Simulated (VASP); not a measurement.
Crystal: W.

```
W
1.0
    -1.58234    1.58234    1.58234
     1.58234   -1.58234    1.58234
     1.58234    1.58234   -1.58234
W
1
Direct
  0.00000 0.00000 0.00000
```

Base run:

```yaml
Program: VASP 6.6.1
Functional: PBE
Potentials_or_basis: VASP PAW PBE potentials, release 64 (W_sv)
Cutoff: 450 eV
k_mesh: 14 × 14 × 14
Occupations: gaussian, width 0.1 eV
Spin: no spin polarisation
```

Its results: band gap on the k mesh none (metal or under the smearing width); pressure 6.7 GPa.

Q: The run is repeated on the same cell with these changes: cutoff from 450 eV to 520 eV; k mesh from 14 × 14 × 14 to 4 × 4 × 4. What comes out?

A: Band gap on the k mesh none (metal or under the smearing width); pressure 5.2 GPa.

Caveats: some runs use coarse meshes.

Not every run made on this cell is shown here.
